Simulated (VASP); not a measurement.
Level of theory: RPBE GGA, VASP's PBE PAW potentials (set 64) (plane waves; VASP).

VASP ran on this input.

File KPOINTS:
```
Automatic mesh
0
Gamma
12 12 4
0 0 0
```

INCAR:
```
EDIFF=1E-6   ! SCF stop (eV)
ALGO=Normal   ! blocked Davidson
PREC=Accurate
ISIF=2   ! forces and stress, cell fixed
GGA=RP
SYSTEM=AlN
ENCUT=400   ! plane-wave cut-off (eV)
SIGMA=0.1   ! width (eV)
NELM=100   ! most electronic steps
LWAVE=.False.
LASPH=.True.   ! aspherical one-centre terms
LREAL=.False.   ! projection in real space or not
ISMEAR=-1   ! Fermi-Dirac
LCHARG=.False.
```

### POSCAR
```
AlN
3.164010
  1.0000000000   0.0000000000   0.0000000000
 -0.5000000000   0.8660253918   0.0000000000
  0.0000000000   0.0000000000   3.2737434458
Al N
4 4
Cartesian
  0.0000000000   0.0000000000   0.0000000000
  0.0000000000   0.0000000000   1.6368717229
  0.5000005000   0.2886748419   2.4558968582
 -0.0000005000   0.5773505499   0.8190251353
  0.0000000000   0.0000000000   2.6588034770
  0.0000000000   0.0000000000   1.0219317540
  0.5000005000   0.2886748419   1.8440669456
 -0.0000005000   0.5773505499   0.2071952227
```

POTCAR, in this order: Al N (PBE.64 set). Program: vasp_std.

Output of the run:

OUTCAR:
```
 ion  position               nearest neighbor table
   1  0.000  0.000  0.000-   8 1.94   8 1.94   8 1.94   5 1.95   3 3.17   3 3.17   3 3.17   4 3.17
                             4 3.17   4 3.17
   2  0.000  0.000  0.500-   7 1.94   7 1.94   7 1.94   6 1.95   4 3.17   4 3.17   4 3.17   3 3.17
                             3 3.17   3 3.17
   3  0.667  0.333  0.750-   7 1.94   5 1.94   5 1.94   5 1.94   1 3.17   1 3.17   1 3.17   2 3.17
                             2 3.17   2 3.17
   4  0.333  0.667  0.250-   8 1.94   6 1.94   6 1.94   6 1.94   2 3.17   2 3.17   2 3.17   1 3.17
                             1 3.17   1 3.17
   5  0.000  0.000  0.812-   3 1.94   3 1.94   3 1.94   1 1.95
   6  0.000  0.000  0.312-   4 1.94   4 1.94   4 1.94   2 1.95
   7  0.667  0.333  0.563-   3 1.94   2 1.94   2 1.94   2 1.94
   8  0.333  0.667  0.063-   4 1.94   1 1.94   1 1.94   1 1.94
  LATTYP: Found a hexagonal cell.
 ALAT       =     3.1640100000
 C/A-ratio  =     3.2737434458
 Subroutine PRICEL returns:
 Original cell was already a primitive cell.
 Subroutine GETGRP returns: Found 12 space group operations
The static configuration has the point symmetry C_3v.
 The point group associated with its full space group is C_6v.
The dynamic configuration has the point symmetry C_3v.
 Subroutine INISYM returns: Found 12 space group operations
 Subroutine IBZKPT returns following result:
 Found     57 irreducible k-points:

 Following reciprocal coordinates:
            Coordinates               Weight
  0.000000  0.000000  0.000000      1.000000
  0.083333  0.000000  0.000000      6.000000
  0.166667 -0.000000  0.000000      6.000000
  0.250000  0.000000  0.000000      6.000000
  0.333333  0.000000  0.000000      6.000000
  0.416667  0.000000  0.000000      6.000000
  0.500000  0.000000  0.000000      3.000000
  0.083333  0.083333  0.000000      6.000000
  0.166667  0.083333  0.000000     12.000000
  0.250000  0.083333  0.000000     12.000000
  0.333333  0.083333  0.000000     12.000000
  0.416667  0.083333  0.000000     12.000000
  0.166667  0.166667  0.000000      6.000000
  0.250000  0.166667  0.000000     12.000000
  0.333333  0.166667  0.000000     12.000000
  0.416667  0.166667  0.000000      6.000000
  0.250000  0.250000  0.000000      6.000000
  0.333333  0.250000  0.000000     12.000000
  0.333333  0.333333  0.000000      2.000000
  0.000000  0.000000  0.250000      2.000000
  0.083333  0.000000  0.250000     12.000000
  0.166667 -0.000000  0.250000     12.000000
  0.250000  0.000000  0.250000     12.000000
  0.333333  0.000000  0.250000     12.000000
  0.416667  0.000000  0.250000     12.000000
  0.500000  0.000000  0.250000      6.000000
  0.083333  0.083333  0.250000     12.000000
  0.166667  0.083333  0.250000     24.000000
  0.250000  0.083333  0.250000     24.000000
  0.333333  0.083333  0.250000     24.000000
  0.416667  0.083333  0.250000     24.000000
  0.166667  0.166667  0.250000     12.000000
  0.250000  0.166667  0.250000     24.000000
  0.333333  0.166667  0.250000     24.000000
  0.416667  0.166667  0.250000     12.000000
  0.250000  0.250000  0.250000     12.000000
  0.333333  0.250000  0.250000     24.000000
  0.333333  0.333333  0.250000      4.000000
  0.000000  0.000000  0.500000      1.000000
  0.083333  0.000000  0.500000      6.000000
   k-points           NKPTS =     57   k-points in BZ     NKDIM =     57   number of bands    NBANDS=     21
   number of dos      NEDOS =    301   number of ions     NIONS =      8
   total plane-waves  NPLWV =  40320
   dimension x,y,z NGX =    24 NGY =   24 NGZ =   70
   dimension x,y,z NGXF=    48 NGYF=   48 NGZF=  140
   ions per type =               4   4
   PREC   = accura    normal or accurate (medium, high low for compatibility)
...
```

### OSZICAR
```
       N       E                     dE             d eps       ncg     rms          rms(c)
DAV:   1     0.108095063910E+03    0.10810E+03   -0.12595E+04  2402   0.107E+03
DAV:   2    -0.560589512812E+02   -0.16415E+03   -0.15549E+03  3405   0.230E+02
DAV:   3    -0.650963564800E+02   -0.90374E+01   -0.89962E+01  2939   0.607E+01
DAV:   4    -0.651941398307E+02   -0.97783E-01   -0.97696E-01  2869   0.713E+00
DAV:   5    -0.651959484970E+02   -0.18087E-02   -0.18085E-02  2904   0.962E-01    0.167E+01
DAV:   6    -0.564519271861E+02    0.87440E+01   -0.39271E+01  2734   0.336E+01    0.640E+00
DAV:   7    -0.565183423470E+02   -0.66415E-01   -0.86703E-01  2817   0.587E+00    0.429E+00
DAV:   8    -0.565407336777E+02   -0.22391E-01   -0.10765E-01  2659   0.286E+00    0.539E-01
DAV:   9    -0.565382239783E+02    0.25097E-02   -0.17663E-02  2949   0.757E-01    0.335E-01
DAV:  10    -0.565404525391E+02   -0.22286E-02   -0.89367E-03  2824   0.568E-01    0.193E-01
DAV:  11    -0.565401444401E+02    0.30810E-03   -0.93635E-04  2834   0.183E-01    0.676E-02
DAV:  12    -0.565401379768E+02    0.64633E-05   -0.78605E-05  2847   0.596E-02    0.327E-02
DAV:  13    -0.565401361860E+02    0.17908E-05   -0.62932E-06  2874   0.152E-02    0.195E-02
DAV:  14    -0.565401389510E+02   -0.27650E-05   -0.16865E-05  2564   0.272E-02    0.397E-03
DAV:  15    -0.565401389568E+02   -0.58151E-08   -0.59578E-07  1927   0.569E-03
   1 F= -.56540139E+02 E0= -.56540139E+02  d E =-.171267E-08
```

OUTCAR:
```
------------------------ aborting loop because EDIFF is reached ----------------------------------------
  FORCE on cell =-STRESS in cart. coord.  units (eV):
  Direction    XX          YY          ZZ          XY          YZ          ZX
  --------------------------------------------------------------------------------------
  Total       -4.9247178     -4.9247176     -6.1369595      0.0000000      0.0000000      0.0000000
  in kB      -87.8624112    -87.8624088   -109.4901446      0.0000000      0.0000000      0.0000000
  external PRESSURE =     -95.0716549 kB  Pullay stress =       0.0000000 kB
  volume of cell :       89.80
      direct lattice vectors                 reciprocal lattice vectors
     3.164010000  0.000000000  0.000000000     0.316054627  0.182474226  0.000000000
    -1.582005000  2.740113000  0.000000000     0.000000000  0.364948453  0.000000000
     0.000000000  0.000000000 10.358157000     0.000000000  0.000000000  0.096542271
  FREE ENERGIE OF THE ION-ELECTRON SYSTEM (eV)
  ---------------------------------------------------
  free  energy   TOTEN  =       -56.5401389568 eV

  energy  without entropy=      -56.5401389551  energy(sigma->0) =      -56.54013896
```
(Selected blocks of OUTCAR.)

At this cut-off the stress carries a Pulay error, which pulls relaxed volumes low.

The structure was generated: AlN was put into an ordered model structure, which need not be its known phase. The cell was not relaxed at this level. The run is one of a series of settings (GGA = RP against the base run), some of them coarse on purpose.
